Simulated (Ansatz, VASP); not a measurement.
# LiBe: VASP beside Ansatz, part 2 of 2

Wanted: the spread between two codes on one cell, functional and k mesh. The cell is taken from a series of runs on this material, whose earlier steps may have relaxed, scaled, displaced or heated it; both programs get it as it stands.

VASP 6.6.1 and Ansatz 0.2.0.

So far: Set-up; Ansatz: zone-centre phonons, PBEsol.

## Step 3: VASP: zone-centre phonons, PBEsol

Level of this step: PBEsol; plane waves and PAW (Li_sv, Be) (VASP).

The same cell, functional, mesh and smearing now go to VASP, with its own data sets.

Lines of VASP's logs that name or quote its potential files are left out, and so is its time.

INCAR

```
SYSTEM = LiBe
PREC = Accurate
ENCUT = 750
EDIFF = 1E-08
NELM = 120
ISMEAR = 1
SIGMA = 0.2
LREAL = .FALSE.
ALGO = Normal
GGA = PS
NBANDS = 8
LORBIT = 11
LWAVE = .FALSE.
LCHARG = .FALSE.
ISIF = 2
IBRION = 8
LASPH = .TRUE.
GGA_COMPAT = .FALSE.
KPAR = 2
```

POSCAR

```
LiBe
1.0
    2.7736874714      0.0000000000      0.0000000000
    0.0000000000      2.7736874714      0.0000000000
    0.0000000000      0.0000000000      2.7736874714
Li Be
1 1
Direct
    0.0000000000      0.0000000000      0.0000000000
    0.5000000000      0.5000000000      0.5000000000
```

KPOINTS

```
Automatic mesh
0
Gamma
16 16 16
0 0 0
```

The projector-augmented-wave data sets are Li_sv and Be (PBE family, release 64).

The run is started by

```bash
$ mpirun -np 2 vasp_std
```

Numbers of over 12 decimals in the logs are rounded to 6 here.

What it wrote:

```text
[banner, memory and clock lines left out]
running    2 mpi-ranks, on    1 nodes
 distrk:  each k-point on    1 cores,    2 groups
 distr:  one band on    1 cores,    1 groups

 POSCAR found type information on POSCAR LiBe
 POSCAR found :  2 types and       2 ions
|                                                                             |
|               ----> ADVICE to this user running VASP <----                  |
|                                                                             |
|     You enforced a specific xc type in the INCAR file but a different       |
|     [... a line on the potential file left out ...]
|     I HOPE YOU KNOW WHAT YOU ARE DOING!                                     |
|                                                                             |

 LDA part: xc-table for (Slater+PW92), standard interpolation
 POSCAR, INCAR and KPOINTS ok, starting setup
 FFT: planning ... GRIDC
 FFT: planning ... GRID_SOFT
 FFT: planning ... GRID
 WAVECAR not read
 entering main loop
       N       E                     dE             d eps       ncg     rms          rms(c)
DAV:   1     0.143532558402E+01    0.14353E+01   -0.20071E+03  2640   0.648E+02
DAV:   2    -0.509868563770E+01   -0.65340E+01   -0.62317E+01  3872   0.755E+01
DAV:   3    -0.521921770510E+01   -0.12053E+00   -0.11934E+00  3320   0.882E+00
DAV:   4    -0.522231654761E+01   -0.30988E-02   -0.30817E-02  4080   0.124E+00
DAV:   5    -0.522238270967E+01   -0.66162E-04   -0.66027E-04  3432   0.660E-02    0.639E-01
DAV:   6    -0.522302631762E+01   -0.64361E-03   -0.31883E-03  3280   0.431E-01    0.393E-01
DAV:   7    -0.522574116796E+01   -0.27149E-02   -0.10688E-02  2816   0.826E-01    0.667E-02
DAV:   8    -0.522580863467E+01   -0.67467E-04   -0.31275E-04  3976   0.171E-01    0.111E-02
DAV:   9    -0.522581186867E+01   -0.32340E-05   -0.21217E-05  3584   0.519E-02    0.275E-03
DAV:  10    -0.522581281930E+01   -0.95063E-06   -0.30572E-06  3816   0.164E-02    0.248E-03
DAV:  11    -0.522581269714E+01    0.12216E-06   -0.15852E-07  3536   0.350E-03    0.526E-04
DAV:  12    -0.522581267335E+01    0.23791E-07   -0.15742E-08  3496   0.111E-03    0.490E-05
DAV:  13    -0.522581266684E+01    0.65052E-08   -0.15589E-09  2280   0.395E-04
   1 F= -.52258127E+01 E0= -.52265472E+01  d E =0.220359E-02
 Linear response reoptimize wavefunctions to high precision
DAV:   1    -0.522581266670E+01    0.13861E-09   -0.50871E-10  3184   0.132E-04
DAV:   2    -0.522581266671E+01   -0.18758E-11   -0.18296E-11  1904   0.255E-05
 Linear response DOF=           2
 Linear response progress:
  Degree of freedom:   1/  2
       N       E                     dE             d eps       ncg     rms          rms(c)
RMM:   1    -0.168193224403E+00   -0.16819E+00    0.10135E+01  8318   0.300E+01
RMM:   2    -0.183007098201E+00   -0.14814E-01   -0.24181E-02 11220   0.151E+00    0.335E-02
RMM:   3    -0.183258977609E+00   -0.25188E-03   -0.22271E-03 13672   0.342E-01    0.202E-02
RMM:   4    -0.183396081470E+00   -0.13710E-03   -0.34518E-04 14234   0.136E-01    0.628E-03
RMM:   5    -0.183423311550E+00   -0.27230E-04   -0.31617E-05 14330   0.265E-02    0.370E-03
RMM:   6    -0.183458668367E+00   -0.35357E-04   -0.20528E-05 13344   0.145E-02    0.706E-04
RMM:   7    -0.183470634913E+00   -0.11967E-04   -0.32127E-06 14976   0.436E-03    0.256E-04
RMM:   8    -0.183475282962E+00   -0.46480E-05    0.82139E-06 14631   0.212E-03    0.751E-05
RMM:   9    -0.183475809582E+00   -0.52662E-06    0.81868E-06 15185   0.156E-03    0.491E-05
RMM:  10    -0.183476615269E+00   -0.80569E-06    0.31752E-06 14758   0.137E-03    0.220E-05
RMM:  11    -0.183477051869E+00   -0.43660E-06    0.51913E-06 14951   0.128E-03    0.645E-06
RMM:  12    -0.183477212614E+00   -0.16074E-06   -0.88503E-07 14832   0.123E-03    0.526E-06
RMM:  13    -0.183477242934E+00   -0.30320E-07   -0.49339E-07 15212   0.118E-03    0.924E-06
RMM:  14    -0.183477211628E+00    0.31306E-07    0.75255E-06 14297   0.111E-03    0.114E-05
[...]
RMM:  19    -0.183477769542E+00   -0.17025E-06   -0.52920E-06 12419   0.771E-04    0.366E-05
RMM:  20    -0.183477870933E+00   -0.10139E-06   -0.97751E-06  9112   0.676E-04    0.432E-05
RMM:  21    -0.183477837498E+00    0.33435E-07   -0.46771E-06 10091   0.530E-04    0.505E-05
RMM:  22    -0.183477877428E+00   -0.39930E-07   -0.79387E-06  9839   0.422E-04    0.568E-05
RMM:  23    -0.183477856972E+00    0.20456E-07   -0.73460E-06  9509   0.299E-04    0.624E-05
RMM:  24    -0.183477816199E+00    0.40772E-07   -0.47053E-06  9337   0.184E-04    0.663E-05
RMM:  25    -0.183477798481E+00    0.17718E-07   -0.24960E-06  8328   0.946E-05    0.683E-05
RMM:  26    -0.183477789947E+00    0.85338E-08   -0.99351E-07  7753   0.421E-05    0.692E-05
 first order change of Fermi-energy   0.21575E-03
 force on displaced ion       1 direction 1 :  -4.850   0.000  -0.000
 Linear response progress:
  Degree of freedom:   2/  2
       N       E                     dE             d eps       ncg     rms          rms(c)
RMM:   1    -0.614928827054E-02   -0.61493E-02    0.88525E-04 13013   0.617E-01
RMM:   2    -0.631431998953E-02   -0.16503E-03   -0.34323E-04 13649   0.853E-02    0.279E-02
RMM:   3    -0.636816944639E-02   -0.53849E-04   -0.39384E-05 14377   0.332E-02    0.155E-02
RMM:   4    -0.644586119036E-02   -0.77692E-04   -0.92765E-06 13605   0.243E-02    0.175E-03
RMM:   5    -0.644612741148E-02   -0.26622E-06   -0.10068E-06 14716   0.792E-03    0.482E-04
RMM:   6    -0.644525433239E-02    0.87308E-06   -0.95151E-08 14432   0.234E-03    0.106E-04
RMM:   7    -0.644500923073E-02    0.24510E-06   -0.16362E-08 15082   0.863E-04    0.235E-05
RMM:   8    -0.644511147730E-02   -0.10225E-06   -0.25181E-09 15127   0.130E-04    0.139E-05
RMM:   9    -0.644512182610E-02   -0.10349E-07   -0.11680E-08 14949   0.530E-05    0.356E-06
RMM:  10    -0.644512882332E-02   -0.69972E-08   -0.54915E-09 15207   0.202E-05    0.126E-06
 first order change of Fermi-energy  -0.82113E-04
 force on displaced ion       2 direction 1 :  -4.831  -0.000   0.000
 Linear response finished
```

OUTCAR, selected parts (step 3):

```text
ion  position               nearest neighbor table
   1  0.000  0.000  0.000-   2 2.40   2 2.40   2 2.40   2 2.40   2 2.40   2 2.40   2 2.40   2 2.40

  LATTYP: Found a simple cubic cell.
 ALAT       =     2.7736874714

 Subroutine GETGRP returns: Found 48 space group operations
 (whereof 48 operations were pure point group operations)

The static configuration has the point symmetry O_h .

 Found    165 irreducible k-points:

   k-points           NKPTS =    165   k-points in BZ     NKDIM =    165   number of bands    NBANDS=      8

   dimension x,y,z NGX =    28 NGY =   28 NGZ =   28
   dimension x,y,z NGXF=    56 NGYF=   56 NGZF=   56

   ENCUT  =  750.0 eV  55.12 Ry    7.42 a.u.   6.19  6.19  6.19*2*pi/ulx,y,z

   NELECT =       5.0000    total number of electrons

 k-points in reciprocal lattice and weights: Automatic mesh
   0.00000000  0.00000000  0.00000000       0.000
   0.06250000  0.00000000  0.00000000       0.001
   0.12500000  0.00000000  0.00000000       0.001
   0.18750000  0.00000000  0.00000000       0.001
   0.25000000  0.00000000  0.00000000       0.001
   0.31250000  0.00000000  0.00000000       0.001
   0.37500000  0.00000000  0.00000000       0.001
   0.43750000  0.00000000  0.00000000       0.001
   0.50000000  0.00000000  0.00000000       0.001
[...]
0.50000000  0.50000000  0.43750000       0.001
   0.50000000  0.50000000  0.50000000       0.000

 average (electrostatic) potential at core
       1 -60.1383       2 -36.5693

  Total        0.2156732      0.2156732      0.2156732      0.0000000      0.0000000     -0.0000000
  in kB       16.1932561     16.1932561     16.1932561      0.0000000      0.0000000     -0.0000000
  external PRESSURE =      16.1932561 kB  Pullay stress =       0.0000000 kB

  energy-cutoff  :      750.00
  volume of cell :       21.34
      direct lattice vectors                 reciprocal lattice vectors
     2.773687471  0.000000000  0.000000000     0.360530885  0.000000000  0.000000000
     0.000000000  2.773687471  0.000000000     0.000000000  0.360530885  0.000000000
     0.000000000  0.000000000  2.773687471     0.000000000  0.000000000  0.360530885

 POSITION                                       TOTAL-FORCE (eV/Angst)
 -----------------------------------------------------------------------------------
      0.00000      0.00000      0.00000         0.000000      0.000000      0.000000
      1.38684      1.38684      1.38684         0.000000      0.000000      0.000000
 -----------------------------------------------------------------------------------
    total drift:                               -0.000000     -0.000000     -0.000000

 Eigenvectors and eigenvalues of the dynamical matrix
 ----------------------------------------------------

   1 f  =   17.323163 THz   108.844641 2PiTHz  577.838507 cm-1    71.642812 meV
             X         Y         Z           dx          dy          dz
      0.000000  0.000000  0.000000     0.750617   -0.000000   -0.000000
      1.386844  1.386844  1.386844    -0.660737   -0.000000    0.000000

   2 f  =   17.323163 THz   108.844641 2PiTHz  577.838507 cm-1    71.642812 meV
             X         Y         Z           dx          dy          dz
      0.000000  0.000000  0.000000    -0.000000   -0.000000    0.750617
      1.386844  1.386844  1.386844    -0.000000    0.000000   -0.660737

   3 f  =   17.323163 THz   108.844641 2PiTHz  577.838507 cm-1    71.642812 meV
             X         Y         Z           dx          dy          dz
      0.000000  0.000000  0.000000    -0.000000    0.750617    0.000000
      1.386844  1.386844  1.386844     0.000000   -0.660737   -0.000000

   4 f/i=    0.016102 THz     0.101173 2PiTHz    0.537109 cm-1     0.066593 meV
             X         Y         Z           dx          dy          dz
      0.000000  0.000000  0.000000    -0.085138    0.186469    0.628136
      1.386844  1.386844  1.386844    -0.096719    0.211835    0.713581

   5 f/i=    0.016102 THz     0.101173 2PiTHz    0.537109 cm-1     0.066593 meV
             X         Y         Z           dx          dy          dz
      0.000000  0.000000  0.000000    -0.647513    0.072981   -0.109429
      1.386844  1.386844  1.386844    -0.735594    0.082909   -0.124315

   6 f/i=    0.016102 THz     0.101173 2PiTHz    0.537109 cm-1     0.066593 meV
             X         Y         Z           dx          dy          dz
      0.000000  0.000000  0.000000     0.100263    0.629664   -0.173333
      1.386844  1.386844  1.386844     0.113902    0.715317   -0.196912

 ELASTIC MODULI CONTR FROM IONIC RELAXATION (kBar)
 Direction    XX          YY          ZZ          XY          YZ          ZX
 --------------------------------------------------------------------------------
 XX           0.0000      0.0000      0.0000      0.0000      0.0000      0.0000
 YY           0.0000      0.0000      0.0000      0.0000      0.0000      0.0000
 ZZ           0.0000      0.0000      0.0000      0.0000      0.0000      0.0000
 XY           0.0000      0.0000      0.0000      0.0000      0.0000      0.0000
 YZ           0.0000      0.0000      0.0000      0.0000      0.0000      0.0000
 ZX           0.0000      0.0000      0.0000      0.0000      0.0000      0.0000
 --------------------------------------------------------------------------------
```

## Step 4: Side by side

Known differences besides the potentials themselves: VASP's run holds the zone centre alone; the cutoff is 420 eV in Ansatz and 750 eV in VASP; Ansatz makes its cores anew for this functional, VASP keeps those of its PBE data sets. Total energies have different zeros and are not compared.

The two programs side by side:

| quantity | Ansatz | VASP | difference |
| --- | --- | --- | --- |
| optical mode 1 to 3 (cm⁻¹) | 578.1 | 577.8 | +0.05 % |

Modes are paired by rising frequency, not by their patterns, so a pair may set unlike modes beside each other; they are those without the splitting of longitudinal modes.

## Step 5: Summary of results

```json
{"r.m.s. difference of the optical zone-centre modes, each program's sorted by frequency (zone-centre phonons, PBEsol)": "0.31 cm⁻¹"}
```

The r.m.s. difference of the optical zone-centre modes, each program's sorted by frequency is 0.31 cm⁻¹ (zone-centre phonons, PBEsol). How closely two codes agree says nothing of how well the functional describes the real material.

[Lines on the potential files, build, host, timing and source positions are cut from VASP's logs without a mark.]

[Logs are printed without paths, hosts, clocks, repeated set-up lines and the standing remarks that a program may print on its own settings, such as how far it seeks lower states.]

[Hosts, paths, dates, database ids (printed as entryN), source tags and the programs' standing remarks are cut or masked in the printed files.]
